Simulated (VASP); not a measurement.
```
CELL_PARAMETERS angstrom
      0.00000     2.29789     2.29789
      2.29789     0.00000     2.29789
      2.29789     2.29789     0.00000
ATOMIC_POSITIONS crystal
  Cd 0.00000 0.00000 0.00000
  O  0.50000 0.50000 0.50000
```

The numbers are results of PBE GGA, VASP's PBE PAW potentials (set 64) (plane waves; VASP), not measurements. Settings: 620 eV cut-off, 14×14×14 Γ-centred mesh, first-order Methfessel-Paxton smearing of 0.10 eV, potentials Cd O.

Estimate the energy per atom (σ→0), pressure, band gap (on the k-mesh) with the smallest direct gap where there is one.

* **band gap (on the k-mesh)**: none (metal, semimetal or under 0.01 eV)
* **energy per atom (σ→0)**: -3.778 eV/atom
* **pressure**: 19.79 GPa

The absolute energy has meaning only against runs of the same code, potentials and settings.

The compound is CdO in the rock salt structure. It was relaxed first under an external pressure of 20 GPa.
